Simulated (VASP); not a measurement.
Crystal: PC2.

```
P C
1.0
     2.75769    0.00000    0.00000
    -1.37884    2.38823    0.00000
     0.00000    0.00000    7.01934
P C
2 4
Direct
  0.00000 0.00000 0.50000
  0.00000 0.00000 0.00000
  0.66667 0.33333 0.37980
  0.33333 0.66667 0.62020
  0.33333 0.66667 0.87980
  0.66667 0.33333 0.12020
```

The cell was built by a generator and needn't be a form met in nature.

| Item | Value |
| --- | --- |
| Program | VASP 6.6.1 |
| Task | relaxation of cell and atoms |
| Functional | PBE |
| Potentials or basis | VASP PAW PBE potentials, release 64 (P, C) |
| Cutoff | 600 eV |
| k mesh | 9 × 9 × 4 |
| Occupations | gaussian, width 0.1 eV |
| Spin | no spin polarisation |

At the start: pressure 44.1 GPa; volume 7.70 Å³/atom.

Task: How do energy, volume and symmetry change on relaxing?

Result: Over 13 steps the energy falls by 790.5 meV/atom and the volume is 8.23 Å³/atom (+6.9 %); space group P6_3/mmc (No. 194, to 0.05 Å).

The path:
| step | energy change (eV) | largest force (eV/Å) | pressure (GPa) | volume (Å³) |
| --- | --- | --- | --- | --- |
| 1 | 0.0000 | 8.4799 | 44.13 | 46.23 |
| 2 | 7.0246 | 40.2012 | 59.66 | 61.72 |
| 3 | -3.4413 | 5.4693 | 1.94 | 49.49 |
| 4 | -4.2076 | 3.6713 | -8.36 | 50.99 |
| 5 | -4.5594 | 0.8581 | -14.67 | 52.87 |
| 6 | -4.1795 | 5.3082 | 17.67 | 48.12 |
| 7 | -4.6772 | 0.6756 | -5.64 | 51.15 |
| 8 | -4.7197 | 0.6714 | 3.76 | 48.55 |
| 9 | -4.7414 | 0.1787 | -0.09 | 49.48 |
| 10 | -4.7423 | 0.1688 | 0.76 | 49.29 |
| 11 | -4.7431 | 0.0242 | 0.40 | 49.37 |
| 12 | -4.7431 | 0.0434 | -0.29 | 49.45 |
| 13 | -4.7433 | 0.0072 | 0.08 | 49.40 |

Final structure:
```xyz
6
Lattice="2.8486 0.0000 0.0000 -1.4243 2.4670 0.0000 0.0000 0.0000 7.0301" Properties=species:S:1:pos:R:3 pbc="T T T"
P     0.0000    0.0000    3.5151
P     0.0000    0.0000    0.0000
C     1.4243    0.8223    2.4676
C     0.0000    1.6447    4.5625
C     0.0000    1.6447    5.9827
C     1.4243    0.8223    1.0474
```
